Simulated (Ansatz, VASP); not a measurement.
**Cross-check of HfSnGe (HfSnGe in the AlB2 type) between VASP and Ansatz**

One calculation is typed for both programs; each brings its own data sets. How far apart do they land? The cell is generated by rule, not measured, and may not be a known phase. The cell is taken from a series of runs on this material, whose earlier steps may have relaxed, scaled, displaced or heated it; both programs get it as it stands.

Method: plane waves, with VASP 6.6.1 beside it; single point at PBEsol, in Ansatz 0.2.0.

The structure was built from a prototype and need not be the compound's stable phase.

## (1) The starting structure

It takes space group P-6m2 (No. 187, hexagonal). The conventional cell has a = 4.295 Å, b = 4.295 Å, c = 4.510 Å, α = 90.00°, β = 90.00°, γ = 120.00°. Hf has 6 Ge at 3.35 Å and 6 Sn at 3.35 Å nearest. Nearest to Ge lie 3 Sn at 2.48 Å and 6 Hf at 3.35 Å. Sn has 3 Ge at 2.48 Å and 6 Hf at 3.35 Å nearest. Farther neighbours are not listed.

Structure file:

```xyz
3
Lattice="4.2950 0.0000 0.0000 -2.1475 3.7196 0.0000 0.0000 0.0000 4.5098" Properties=species:S:1:pos:R:3 pbc="T T T"
Hf    0.0000    0.0000    0.0000
Ge    0.0000    2.4797    2.2549
Sn    2.1475    1.2399    2.2549
```

## (2) VASP: single point, PBEsol

With cell and atoms fixed, the geometry can't cause a difference; cores, projectors, grids and the points listed under the comparison can.

Lines of VASP's logs that name or quote its potential files are left out, and so is its time.

Contents of INCAR:

```
SYSTEM = HfSnGe
PREC = Accurate
ENCUT = 500
EDIFF = 1E-06
NELM = 120
ISMEAR = 0
SIGMA = 0.1
LREAL = .FALSE.
ALGO = Normal
GGA = PS
NBANDS = 25
LASPH = .TRUE.
LORBIT = 11
LWAVE = .FALSE.
LCHARG = .FALSE.
ISIF = 2
GGA_COMPAT = .FALSE.
```

Contents of POSCAR:

```
HfSnGe
1.0
    4.2950200000      0.0000000000      0.0000000000
   -2.1475100000      3.7196000000      0.0000000000
    0.0000000000      0.0000000000      4.5097700000
Hf Ge Sn
1 1 1
Direct
    0.0000000000      0.0000000000      0.0000000000
    0.3333333300      0.6666666700      0.5000000000
    0.6666666700      0.3333333300      0.5000000000
```

Contents of KPOINTS:

```
Automatic mesh
0
Gamma
6 6 4
0 0 0
```

The projector-augmented-wave data sets are Hf_pv, Ge_d and Sn_d (PBE family, release 64).

Command:

```
> mpirun -np 1 vasp_std
```

Numbers of over 12 decimals in the logs are rounded to 6 here.

Output:

```text
[banner, memory and clock lines left out]
running    1 mpi-ranks, on    1 nodes
 distrk:  each k-point on    1 cores,    1 groups
 distr:  one band on    1 cores,    1 groups

 POSCAR found type information on POSCAR HfGeSn
 POSCAR found :  3 types and       3 ions
|                                                                             |
|               ----> ADVICE to this user running VASP <----                  |
|                                                                             |
|     You enforced a specific xc type in the INCAR file but a different       |
|     [... a line on the potential file left out ...]
|     I HOPE YOU KNOW WHAT YOU ARE DOING!                                     |
|                                                                             |

 LDA part: xc-table for (Slater+PW92), standard interpolation
 POSCAR, INCAR and KPOINTS ok, starting setup
 FFT: planning ... GRIDC
 FFT: planning ... GRID_SOFT
 FFT: planning ... GRID
 WAVECAR not read
 entering main loop
       N       E                     dE             d eps       ncg     rms          rms(c)
DAV:   1     0.293786072218E+03    0.29379E+03   -0.19423E+04  1153   0.287E+03
DAV:   2     0.245178759097E+02   -0.26927E+03   -0.26422E+03  1074   0.626E+02
DAV:   3    -0.176054515382E+02   -0.42123E+02   -0.41811E+02  1267   0.169E+02
DAV:   4    -0.193072557056E+02   -0.17018E+01   -0.16983E+01  1291   0.381E+01
DAV:   5    -0.193470590220E+02   -0.39803E-01   -0.39793E-01  1364   0.616E+00    0.196E+01
DAV:   6    -0.176367409386E+02    0.17103E+01   -0.79621E+00  1300   0.923E+00    0.134E+01
DAV:   7    -0.175798666937E+02    0.56874E-01   -0.39980E-01  1304   0.665E+00    0.767E+00
DAV:   8    -0.175694199117E+02    0.10447E-01   -0.78181E-02  1481   0.289E+00    0.869E-01
DAV:   9    -0.175655971078E+02    0.38228E-02   -0.19700E-02  1449   0.208E+00    0.468E-01
DAV:  10    -0.175656264085E+02   -0.29301E-04   -0.11625E-03  1353   0.286E-01    0.399E-02
DAV:  11    -0.175656115740E+02    0.14834E-04   -0.17417E-04  1483   0.174E-01    0.431E-02
DAV:  12    -0.175656108949E+02    0.67910E-06   -0.20850E-05  1239   0.378E-02    0.196E-03
DAV:  13    -0.175656109806E+02   -0.85711E-07   -0.12540E-06   691   0.167E-02
   1 F= -.17565611E+02 E0= -.17559447E+02  d E =-.123272E-01
```

Parts of OUTCAR (step 2):

```text
ion  position               nearest neighbor table
   1  0.000  0.000  0.000-   2 3.35   3 3.35   2 3.35   3 3.35   3 3.35   3 3.35   2 3.35   2 3.35
                             3 3.35   3 3.35   2 3.35   2 3.35
   2  0.333  0.667  0.500-   3 2.48   3 2.48   3 2.48   1 3.35   1 3.35   1 3.35   1 3.35   1 3.35
                             1 3.35
   3  0.667  0.333  0.500-   2 2.48   2 2.48   2 2.48   1 3.35   1 3.35   1 3.35   1 3.35   1 3.35
                             1 3.35

  LATTYP: Found a hexagonal cell.
 ALAT       =     4.2950200000
 C/A-ratio  =     1.0499997672

 Subroutine GETGRP returns: Found 12 space group operations
 (whereof 12 operations were pure point group operations)

The static configuration has the point symmetry D_3h.

 Found     21 irreducible k-points:

   k-points           NKPTS =     21   k-points in BZ     NKDIM =     21   number of bands    NBANDS=     25

   dimension x,y,z NGX =    32 NGY =   32 NGZ =   36
   dimension x,y,z NGXF=    64 NGYF=   64 NGZF=   72

   ENCUT  =  500.0 eV  36.75 Ry    6.06 a.u.   7.83  7.83  8.22*2*pi/ulx,y,z

   NELECT =      38.0000    total number of electrons

 k-points in reciprocal lattice and weights: Automatic mesh
   0.00000000  0.00000000  0.00000000       0.007
   0.16666667 -0.00000000  0.00000000       0.042
   0.33333333 -0.00000000  0.00000000       0.042
   0.50000000 -0.00000000  0.00000000       0.021
   0.16666667  0.16666667  0.00000000       0.042
   0.33333333  0.16666667  0.00000000       0.083
   0.33333333  0.33333333  0.00000000       0.014
   0.00000000  0.00000000  0.25000000       0.014
   0.16666667 -0.00000000  0.25000000       0.083
[...]
0.33333333  0.16666667  0.50000000       0.083
   0.33333333  0.33333333  0.50000000       0.014

 average (electrostatic) potential at core
       1 -37.2863       2 -72.7547       3-100.5300

 E-fermi :   6.6858

 k-point     1 :       0.0000    0.0000    0.0000
  band No.  band energies     occupation
    ...
     15       3.5606      2.00000
     16       3.8747      2.00000
     17       3.8747      2.00000
     18       4.2848      2.00000
     19       4.9912      2.00000
     20       7.3933      0.00000
     21       7.3933      0.00000
     22       7.4912      0.00000
     23       8.0477      0.00000
     24       8.0477      0.00000
    ...

 k-point     2 :       0.1667   -0.0000    0.0000
  band No.  band energies     occupation
    ...
     15       1.6439      2.00000
     16       3.5751      2.00000
     17       3.6030      2.00000
     18       4.9173      2.00000
     19       5.5995      2.00000
     20       7.2006      0.00000
     21       7.3053      0.00000
     22       7.6071      0.00000
     23       7.6360      0.00000
     24       8.1415      0.00000
    ...

 k-point     3 :       0.3333   -0.0000    0.0000
  band No.  band energies     occupation
    ...
     15      -0.7203      2.00000
     16       3.0548      2.00000
     17       3.7618      2.00000
     18       4.4547      2.00000
     19       6.0222      2.00000
     20       7.1424      0.00000
     21       7.5611      0.00000
     22       7.6871      0.00000
     23       7.7897      0.00000
     24       9.6715      0.00000
    ...

  Total        3.1514970      3.1515031     -7.8124373      0.0000000      0.0000000      0.0000000
  in kB       70.0828349     70.0829694   -173.7325939      0.0000000      0.0000000      0.0000000
  external PRESSURE =     -11.1889299 kB  Pullay stress =       0.0000000 kB

  energy-cutoff  :      500.00
  volume of cell :       72.05
      direct lattice vectors                 reciprocal lattice vectors
     4.295020000  0.000000000  0.000000000     0.232827787  0.134423056  0.000000000
    -2.147510000  3.719600000  0.000000000     0.000000000  0.268846112  0.000000000
     0.000000000  0.000000000  4.509770000     0.000000000  0.000000000  0.221740798

 POSITION                                       TOTAL-FORCE (eV/Angst)
 -----------------------------------------------------------------------------------
      0.00000      0.00000      0.00000         0.000000     -0.000000      0.000000
     -0.00000      2.47973      2.25488         0.000000      0.000000      0.000000
      2.14751      1.23987      2.25488        -0.000000      0.000000      0.000000
 -----------------------------------------------------------------------------------
    total drift:                                0.000005      0.000048     -0.000000

  FREE ENERGIE OF THE ION-ELECTRON SYSTEM (eV)
  ---------------------------------------------------
  free  energy   TOTEN  =       -17.5656109806 eV

  energy  without entropy=      -17.5532837931  energy(sigma->0) =      -17.55944739

 total charge
# of ion       s       p       d       tot
------------------------------------------
    1        0.310   6.119   1.376   7.806
    2        1.208   1.185  10.055  12.449
    3        1.160   1.305  10.071  12.536
--------------------------------------------------
tot          2.679   8.610  21.502  32.791

[... 3 further parts left out ...]
```

The k-mesh is coarse for a metal. Harder data sets than Hf_pv exist (the GW ones), and pressures, volumes and forces can shift noticeably with them.

## (3) Ansatz: single point, PBEsol

Ansatz runs on its PAW soft_1 files.

The same cell, functional, mesh and smearing now go to Ansatz, which takes its cutoff from its data sets.

Contents of input.yaml:

```yaml
crystal:
  lattice:
    - [4.29502, 0.0, 0.0]
    - [-2.14751, 3.7196, 0.0]
    - [0.0, 0.0, 4.50977]
  atoms:
    - { symbol: Hf, position: [0.0, 0.0, 0.0] }
    - { symbol: Ge, position: [0.33333333, 0.66666667, 0.5] }
    - { symbol: Sn, position: [0.66666667, 0.33333333, 0.5] }
kpoints:
  mp_grid: { grid: [6, 6, 4] }
hamiltonian:
  xc: pbesol
  pseudopotentials: { kind: paw, azcp: { folder: soft_1 }, xc_functional: pbe }
scf:
  occupations: { method: gaussian, width: 0.1 }
output:
  forces: true
  stress: true
  eigenvalues: true
```

Command:

```
> ansatz run input.yaml --threads 4 --pin off --max-ram 12288MiB --backend cpu --events-out ev --progress --plain --runs-dir out
```

Output:

```text
Engine: ansatz 0.2.0, x86_64-unknown-linux-gnu
Pseudopotentials: kind: paw
Pseudopotential: Hf, paw, valence charge 26, recommended cutoff 420 eV (normal), soft_1/Hf.paw.azcp
Pseudopotential: Ge, paw, valence charge 14, recommended cutoff 420 eV (normal), soft_1/Ge.paw.azcp
Pseudopotential: Sn, paw, valence charge 14, recommended cutoff 420 eV (normal), soft_1/Sn.paw.azcp
Functional definition: PBEsol
  exchange = pbesol_x
  correlation = pbesol_c
Crystal: 3 atoms, lattice volume = 72.047 Å³
Basis set: ecut = 420 eV, 1413 PW (Γ), exchange–correlation on 60×60×64 points (8 copies of the dense FFT grid, shifted against one another)
Bands: 33, of which v1, the nominal top of the filled ones, is band 27 counted from 1 (26 counted from 0)
Symmetry: 12 space group operations
Space group: P-6m2 (ITA 187), of the structure as read, at distance tolerance 4.2e-5 Å
k-points: 21 of 144 (time reversal used)
Non-local potential: Hf, projectors of the file, l = 0: 3, l = 1: 2, l = 2: 2, l = 3: 3
Non-local potential: Ge, projectors of the file, l = 0: 2, l = 1: 2, l = 2: 3, l = 3: 1
Non-local potential: Sn, projectors of the file, l = 0: 2, l = 1: 2, l = 2: 2, l = 3: 1
PAW form: soft (Blöchl's): semilocal exchange-correlation on the pseudo side does not see the compensation charge
PAW frozen core: Hf, regenerated for the run's functional, and the local potential with it (the file was generated under x = pbe(κ = 0.804, μ = 0.219515), c = pbe(β = 0.066725))
PAW frozen core: Ge, regenerated for the run's functional, and the local potential with it (the file was generated under x = pbe(κ = 0.804, μ = 0.219515), c = pbe(β = 0.066725))
PAW frozen core: Sn, regenerated for the run's functional, and the local potential with it (the file was generated under x = pbe(κ = 0.804, μ = 0.219515), c = pbe(β = 0.066725))
PAW one-centre angular grid: Hf, 590 points (default); XC on 64 Gauss nodes
PAW one-centre angular grid: Ge, 590 points (default); XC on 64 Gauss nodes
PAW one-centre angular grid: Sn, 590 points (default); XC on 64 Gauss nodes
Initial density: superposition of atomic densities (chi_scale 0.1, normalization cell, long waves kept (reshape's long-wave potential 0.00 eV rms))
Initial wavefunctions: pseudopotential atomic-orbital guess
Functional: x = pbesol(κ = 0.804, μ = 0.123457), c = pbesol(β = 0.046)
SCF iter   1: F=—  HF=-25801.027691 eV  |F-HF|=—  |Δ(HF+E_count)|=         —  Δρ=5.07e-2  dr2=3.84e0  ethr=3.10e-3  ⟨swp⟩=6.3  Hψ=2614  notcnv=0
preconditioner: auto → Resta (q_TF=auto, 2.600 Å⁻¹)  ε∞=4.1  [insulator: Δε(μ)=0.100 eV  Ē_g=16.721 eV  σ=0.100 eV  W_gap=0.51  n_scr=20 (ndim 8)  ℏωp=29.7 eV  f_vac=0.000  D(μ)=4.07/eV (n_scr^D=28)  ε∞_Penn≈4.1]
SCF iter   2: F=—  HF=-25800.198226 eV  |F-HF|=—  |Δ(HF+E_count)|=   8.29e-1  Δρ=2.09e-2  dr2=5.90e-1  ethr=3.10e-3  ⟨swp⟩=3.8  Hψ=1562  notcnv=0  defer=14
preconditioner: auto → Kerker (q_TF=auto, 2.600 Å⁻¹)  [metal: Δε(μ)=0.096 eV  Ē_g=17.099 eV  σ=0.100 eV  W_gap=0.50  n_scr=20 (ndim 8)  ℏωp=29.7 eV  f_vac=0.000  D(μ)=2.53/eV (n_scr^D=20)]
SCF iter   3: F=—  HF=-25800.051366 eV  |F-HF|=—  |Δ(HF+E_count)|=   1.47e-1  Δρ=7.67e-3  dr2=6.00e-2  ethr=1.09e-3  ⟨swp⟩=2.1  Hψ=1067  notcnv=0  defer=14
SCF iter   4: F=—  HF=-25800.033446 eV  |F-HF|=—  |Δ(HF+E_count)|=   1.79e-2  Δρ=3.53e-3  dr2=5.01e-3  ethr=1.11e-4  ⟨swp⟩=2.0  Hψ=1426  notcnv=0  defer=14
SCF iter   5: F=—  HF=-25800.036061 eV  |F-HF|=—  |Δ(HF+E_count)|=   2.61e-3  Δρ=1.01e-3  dr2=6.94e-4  ethr=9.27e-6  ⟨swp⟩=2.0  Hψ=1179  notcnv=0  defer=14
SCF iter   6: F=—  HF=-25800.035416 eV  |F-HF|=—  |Δ(HF+E_count)|=   6.44e-4  Δρ=3.89e-4  dr2=1.63e-4  ethr=1.29e-6  ⟨swp⟩=2.0  Hψ=1210  notcnv=0  defer=14
SCF iter   7: F=—  HF=-25800.035368 eV  |F-HF|=—  |Δ(HF+E_count)|=   4.79e-5  Δρ=2.00e-4  dr2=3.80e-5  ethr=3.02e-7  ⟨swp⟩=2.0  Hψ=1246  notcnv=0  defer=14
SCF iter   8: F=—  HF=-25800.035378 eV  |F-HF|=—  |Δ(HF+E_count)|=   9.59e-6  Δρ=4.00e-5  dr2=2.81e-6  ethr=7.04e-8  ⟨swp⟩=2.0  Hψ=1258  notcnv=0  defer=14
SCF iter   9: F=—  HF=-25800.035378 eV  |F-HF|=—  |Δ(HF+E_count)|=   2.89e-7  Δρ=9.59e-6  dr2=1.04e-7  ethr=5.21e-9  ⟨swp⟩=2.0  Hψ=1247  notcnv=0  defer=14
SCF iter  10: F=-25800.035378 eV  HF=-25800.035378 eV  |F-HF|=8.18e-9  |Δ(HF+E_count)|=   2.51e-8  Δρ=3.42e-6  dr2=1.54e-8  ethr=1.85e-10  ⟨swp⟩=8.6  Hψ=2873  notcnv=0
SCF 1 converged in 10 iterations: F = -25800.035378 eV  dr2 = 1.54e-8
  greatest PAW one-centre occupation: 0.998 electrons in one spin orbital (limit 2), on the Hf atom at site 0 (counted from 0), in its partial waves of l = 3
SCF converged after 10 iterations
Free energy (F): -25800.035378 eV
Harris-Foulkes:  -25800.035378 eV  (|F-HF|=8.18e-9)
Internal energy: -25800.023017 eV  (E = F + TS)
E sigma→0 (E₀):  -25800.029197 eV
Entropy (-TS):   -0.012361 eV (-4.120 meV/atom)
Fermi energy:    12.983014 eV
--- Per-component energies (eV) ---
  E_band       = -338.488157
  E_kinetic    = 666.086581
  E_local      = -10238.254849  (includes V_loc(G=0)·N_el)
  E_nonlocal   = 429.340300
  E_hartree    = 4934.671677
  E_xc         = -458.911657
  E_vxc        = -398.203490  (∫ρ·V_xc dr)
  E_paw        = -13839.558109  (= ΣΔE_a)
  E_vpaw       = -666.801022  (= ΣTr[D̂ρ^β])
  E_aug_tail   = 0.000413  (compensation charges beyond the density's cutoff)
  E_ewald      = -7295.851206
  E_core_change = 2.453833  (= ΣΔE_core)
  E_smearing   = -0.012361  (= −TS)
  E_closure    = 0.000000  (closes the sum)
  Σ components = -25800.035378   (vs F -25800.035378, Δ=0.00e0)
--- Forces (eV/Å), atoms counted from 1 ---
  atom   1  Hf     0.00000000     0.00000000     0.00000000
  atom   2  Ge    -0.00000000     0.00000000     0.00000000
  atom   3  Sn     0.00000000    -0.00000000     0.00000000
  max |Σ_I F_I| component: 7.40e-17 eV/Å
--- Stress (GPa, compression-positive) ---
        7.254202       0.000000       0.000000
        0.000000       7.254202       0.000000
        0.000000       0.000000     -17.133016
  P = ⅓ Tr σ = -0.8749 GPa (-8.749 kbar)
--- Band table (eV; the first three rows and the last of 21) ---
  k-point 0: bands = [... 23 lower, 10.1676, 10.1676, 10.5786, 11.2840, 13.6956, 13.6956, 13.7911, 14.3423, ... 2 higher]
  k-point 1: bands = [... 23 lower, 10.5005, 10.5005, 11.2223, 12.5814, 12.5814, 12.7230, 13.8264, 13.8264, ... 2 higher]
  k-point 2: bands = [... 23 lower, 11.0168, 11.0168, 11.5029, 12.1068, 12.1068, 12.8862, 12.8862, 13.6532, ... 2 higher]
  k-point 20: bands = [... 23 lower, 7.6327, 9.8482, 9.8625, 12.0180, 13.9223, 14.4184, 14.4728, 15.1031, ... 2 higher]
```

The run ends at a pressure of -0.87 GPa.

## (4) Side by side

Known differences besides the potentials themselves: the data sets hold 54 valence electrons in Ansatz (on its PAW soft_1 files) and 38 in VASP; the cutoff is 420 eV in Ansatz and 500 eV in VASP; Ansatz makes its cores anew for this functional, VASP keeps those of its PBE data sets. Total energies have different zeros and are not compared.

Compared:

| quantity | Ansatz | VASP | difference |
| --- | --- | --- | --- |
| pressure (GPa) | -0.87 | -1.12 | +0.24 |

## (5) Summary of results

| Quantity | Value |
| --- | --- |
| difference in pressure (single point, PBEsol) | 0.24 GPa |

The difference in pressure is 0.24 GPa (single point, PBEsol), within the 1 GPa picked in this series as the mark of a large difference. The data sets hold unlike numbers of valence electrons (54 in Ansatz and 38 in VASP), so part of the differences comes from the potentials. How closely two codes agree says nothing of how well the functional describes the real material.

[Lines on the potential files, build, host, timing and source positions are cut from VASP's logs without a mark.]

[Logs are printed without paths, hosts, clocks, repeated set-up lines and the standing remarks that a program may print on its own settings, such as how far it seeks lower states.]

[Hosts, paths, dates, database ids (printed as entryN), source tags and the programs' standing remarks are cut or masked in the printed files.]
